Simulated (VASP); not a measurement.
Level of theory: PBE GGA, VASP's PBE PAW potentials (set 64) (plane waves; VASP).

The input files of a VASP run:

**POSCAR**
```
HfO2
1
    2.9874780000     0.0000000000     0.0000000000
   -1.4937390000     2.5872320000     0.0000000000
    0.0000000000     0.0000000000    16.4289780000
Hf O
1 2
Direct
  0.0000000000   0.0000000000   0.5000000000
  0.3333330000   0.6666670000   0.5739240000
  0.6666670000   0.3333330000   0.4260760000
```

KPOINTS:
```
K-points
0
gamma
9 9 1
0 0 0
```

**INCAR**
```
# general
SYSTEM  = HfO2
PREC    = Accurate
ENCUT   = 400
LREAL   = F
LASPH   = T

# electronic loop
EDIFF   = 1E-6
NELM    = 100
ALGO    = Normal
LMAXMIX = 6

# smearing
ISMEAR  = -1
SIGMA   = 0.136

# functional
GGA     = PE

# ions
ISIF    = 2

# output
LWAVE   = F
LCHARG  = F
```

POTCAR, in this order: Hf_pv O (PBE.64 set). Program: vasp_std.

The run wrote:

OUTCAR:
```
 ion  position               nearest neighbor table
   1  0.000  0.000  0.500-   2 2.11   3 2.11   3 2.11   2 2.11   3 2.11   2 2.11
   2  0.333  0.667  0.574-   1 2.11   1 2.11   1 2.11
   3  0.667  0.333  0.426-   1 2.11   1 2.11   1 2.11
  LATTYP: Found a hexagonal cell.
 ALAT       =     2.9874780000
 C/A-ratio  =     5.4992799947
 Subroutine PRICEL returns:
 Original cell was already a primitive cell.
 Subroutine GETGRP returns: Found 12 space group operations
The static configuration has the point symmetry D_3d.
The dynamic configuration has the point symmetry D_3d.
 Subroutine INISYM returns: Found 12 space group operations
 Subroutine IBZKPT returns following result:
 Found     12 irreducible k-points:

 Following reciprocal coordinates:
            Coordinates               Weight
  0.000000  0.000000  0.000000      1.000000
  0.111111  0.000000  0.000000      6.000000
  0.222222  0.000000  0.000000      6.000000
  0.333333  0.000000  0.000000      6.000000
  0.444444  0.000000  0.000000      6.000000
  0.111111  0.111111  0.000000      6.000000
  0.222222  0.111111  0.000000     12.000000
...
```

OSZICAR:
```
       N       E                     dE             d eps       ncg     rms          rms(c)
DAV:   1     0.121388472346E+03    0.12139E+03   -0.10569E+04   456   0.983E+02
DAV:   2    -0.218530129822E+02   -0.14324E+03   -0.13742E+03   465   0.253E+02
DAV:   3    -0.330328698966E+02   -0.11180E+02   -0.11152E+02   465   0.753E+01
DAV:   4    -0.331725737534E+02   -0.13970E+00   -0.13944E+00   486   0.922E+00
DAV:   5    -0.331751559702E+02   -0.25822E-02   -0.25819E-02   479   0.113E+00    0.611E+01
DAV:   6    -0.290054647562E+02    0.41697E+01   -0.29426E+01   416   0.367E+01    0.562E+01
DAV:   7    -0.287989392286E+02    0.20653E+00   -0.30852E+00   437   0.131E+01    0.281E+01
DAV:   8    -0.287241066914E+02    0.74833E-01   -0.57953E-01   531   0.549E+00    0.234E+00
DAV:   9    -0.287164547305E+02    0.76520E-02   -0.46474E-02   458   0.169E+00    0.184E+00
DAV:  10    -0.287155341170E+02    0.92061E-03   -0.30933E-03   521   0.464E-01    0.600E-01
DAV:  11    -0.287156038590E+02   -0.69742E-04   -0.22724E-04   486   0.132E-01    0.143E-01
DAV:  12    -0.287154507920E+02    0.15307E-03   -0.42938E-04   493   0.111E-01    0.911E-02
DAV:  13    -0.287155015915E+02   -0.50799E-04   -0.32980E-05   493   0.398E-02    0.962E-02
DAV:  14    -0.287156212309E+02   -0.11964E-03   -0.10941E-04   486   0.516E-02    0.899E-03
DAV:  15    -0.287156155182E+02    0.57127E-05   -0.53933E-06   521   0.141E-02    0.472E-03
DAV:  16    -0.287157940250E+02   -0.17851E-03   -0.16779E-05   458   0.171E-02    0.657E-03
DAV:  17    -0.287158454739E+02   -0.51449E-04   -0.30791E-06   475   0.768E-03    0.879E-03
DAV:  18    -0.287158904985E+02   -0.45025E-04   -0.36108E-06   477   0.818E-03    0.894E-04
DAV:  19    -0.287158956182E+02   -0.51197E-05   -0.10927E-07   432   0.200E-03    0.378E-04
DAV:  20    -0.287159014324E+02   -0.58142E-05   -0.31646E-07   390   0.230E-03    0.659E-04
DAV:  21    -0.287159027362E+02   -0.13037E-05   -0.40745E-08   425   0.105E-03    0.849E-05
DAV:  22    -0.287159029889E+02   -0.25269E-06   -0.81395E-09   411   0.508E-04
   1 F= -.28715903E+02 E0= -.28715901E+02  d E =-.383242E-05
```

OUTCAR:
```
------------------------ aborting loop because EDIFF is reached ----------------------------------------
  FORCE on cell =-STRESS in cart. coord.  units (eV):
  Direction    XX          YY          ZZ          XY          YZ          ZX
  --------------------------------------------------------------------------------------
  Total        5.5246658      5.5246665     -7.5086948     -0.0000000      0.0000000     -0.0000000
  in kB       69.7053254     69.7053339    -94.7380408     -0.0000000      0.0000000     -0.0000000
  external PRESSURE =      14.8908728 kB  Pullay stress =       0.0000000 kB
  volume of cell :      126.98
      direct lattice vectors                 reciprocal lattice vectors
     2.987478000  0.000000000  0.000000000     0.334730498  0.193256732  0.000000000
    -1.493739000  2.587232000  0.000000000     0.000000000  0.386513463  0.000000000
     0.000000000  0.000000000 16.428978000     0.000000000  0.000000000  0.060868059
 POSITION                                       TOTAL-FORCE (eV/Angst)
 -----------------------------------------------------------------------------------
      0.00000      0.00000      8.21449        -0.000000      0.000000      0.000000
     -0.00000      1.72482      9.42898         0.000000     -0.000000     -2.580750
      1.49374      0.86241      6.99999        -0.000000      0.000000      2.580750
 -----------------------------------------------------------------------------------
    total drift:                               -0.000000      0.000000      0.000000
  FREE ENERGIE OF THE ION-ELECTRON SYSTEM (eV)
  ---------------------------------------------------
  free  energy   TOTEN  =       -28.7159029889 eV

  energy  without entropy=      -28.7158991564  energy(sigma->0) =      -28.71590107
```
(Selected blocks of OUTCAR.)

At this cut-off the stress carries a Pulay error, which pulls relaxed volumes low. The cell holds a wide vacuum, so values per volume refer to the whole cell.

The cell is a sheet with vacuum, built from a generated structure.
